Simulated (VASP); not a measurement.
Given:

```
ZrB2
1.0
    1.60824    -2.78556     0.00000
    1.60824     2.78556     0.00000
    0.00000     0.00000     3.60025
Zr B
1 2
Direct
  0.00000   0.00000   0.00000
  0.33333   0.66667   0.50000
  0.66667   0.33333   0.50000
```

These are RPBE GGA, VASP's PBE PAW potentials (set 64) (plane waves; VASP 6.6.1) values and carry that method's errors. Run with 520 eV cut-off, 11×11×9 Γ-centred mesh, first-order Methfessel-Paxton smearing of 0.10 eV, potentials Zr_sv B.

Task: Give the stress tensor in GPa (positive for a compressed cell).

Result: 
```
-6.40   0.00   0.00
 0.00  -6.40   0.00
 0.00   0.00  -6.30
```
The pressure is its mean diagonal, -6.37 GPa.

The compound is ZrB2 in the AlB2 type structure. This cell is one point of a volume scan, at 1.03 of the reference volume.
